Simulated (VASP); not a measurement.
Wanted: the native input for a VASP 6.6.1 run.

| Quantity | Value |
| --- | --- |
| Task | single point |
| Functional | r2SCAN |
| Potentials or basis | VASP PAW PBE potentials, release 64 (B, N) |
| Cutoff | 520 eV |
| k mesh | 9 × 9 × 4 |
| Occupations | gaussian, width 0.1 eV |
| Spin | no spin polarisation |
| Dipole correction | no |
| Further INCAR settings | ALGO = Normal; EDIFF = 1e-07; NBANDS = 16 |

The system is BN.

```xyz
4
Lattice="2.5539 0.0000 0.0000 -1.2770 2.2118 0.0000 0.0000 0.0000 4.2269" Properties=species:S:1:pos:R:3 pbc="T T T"
B     1.2770    0.7373    4.2257
B     0.0000    1.4745    2.1123
N     1.2770    0.7373    2.6430
N     0.0000    1.4745    0.5295
```

Measurements of this composition are mostly on another form, of space group No. 194.

These files were run (other wordings do the same):

POSCAR

```
BN
1.0
    2.5539396000      0.0000000000      0.0000000000
   -1.2769698000      2.2117765700      0.0000000000
    0.0000000000      0.0000000000      4.2268550000
B N
2 2
Direct
    0.6666666700      0.3333333300      0.9997240000
    0.3333333300      0.6666666700      0.4997240000
    0.6666666700      0.3333333300      0.6252760000
    0.3333333300      0.6666666700      0.1252760000
```

INCAR.step1

```
SYSTEM = BN
PREC = Accurate ; ENCUT = 520
ISMEAR = 0 ; SIGMA = 0.1
LREAL = .FALSE. ; LASPH = .TRUE.
NELM = 100 ; NBANDS = 16
GGA = PE ; ALGO = Normal
EDIFF = 1E-4 ; LWAVE = .TRUE.
LCHARG = .FALSE.
```

INCAR.step2

```
SYSTEM = BN
PREC = Accurate ; ENCUT = 520
EDIFF = 1E-7 ; ISMEAR = 0
SIGMA = 0.1 ; LREAL = .FALSE.
LASPH = .TRUE. ; NELM = 100
ALGO = Normal ; ISIF = 2
LWAVE = .FALSE. ; LCHARG = .FALSE.
METAGGA = R2SCAN ; LMIXTAU = .TRUE.
NBANDS = 16 ; ISTART = 1
```

KPOINTS

```
Automatic mesh
0
G
  9 9 4
  0 0 0
```

Potentials or basis: VASP PAW PBE potentials, release 64 (B, N).

The run is started by

```bash
$ cat potpaw_PBE.64/B/POTCAR potpaw_PBE.64/N/POTCAR > POTCAR
$ cp INCAR.step1 INCAR
$ mpirun -np 1 vasp_std > vasp.out
$ cp INCAR.step2 INCAR
$ mpirun -np 1 vasp_std > vasp.out
```

It gave:

The pressure is -3.7 GPa, the largest force is 0.022 eV/Å and the band gap on the k mesh is 5.72 eV, indirect (least direct gap 8.90 eV).

Caveat: the PAW data sets were made with another functional, which shifts forces and pressure a little; an odd mesh through Γ misses points on the zone boundary, where band edges often lie.

Run time: 39 s on 1 thread of Intel(R) Xeon(R) Platinum 8488C (Sapphire Rapids), on a shared host, peak memory 0.13 GiB.
